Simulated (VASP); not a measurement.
Energy against volume of CoSi2 (fluorite). These are optB86b-vdW, VASP's PBE PAW potentials (set 64) (plane waves; VASP) values and carry that method's errors. Settings: 520 eV cut-off, 10×10×10 Γ-centred mesh, first-order Methfessel-Paxton smearing of 0.10 eV, potentials Co Si.

```
V (Å³/atom)  E (eV/atom)
-----------  -----------
11.974          -4.86133
12.356          -4.88322
12.738          -4.88971
13.120          -4.88316
```

Q: Fit these four points and predict the energy of the run at 13.502 Å³/atom.

A: A cubic in V^(−2/3), the third-order Birch-Murnaghan form, passes through the four points with V0 = 12.73 Å³/atom and B0 = 183 GPa, and gives -4.8655 eV/atom there. The run gave -4.8656 eV/atom, -0.1 meV/atom from the fit; all five points give B0 = 182 GPa.

The compound is CoSi2 in the fluorite structure. It was relaxed first. The run is not spin-polarised, so no magnetic state was tried.
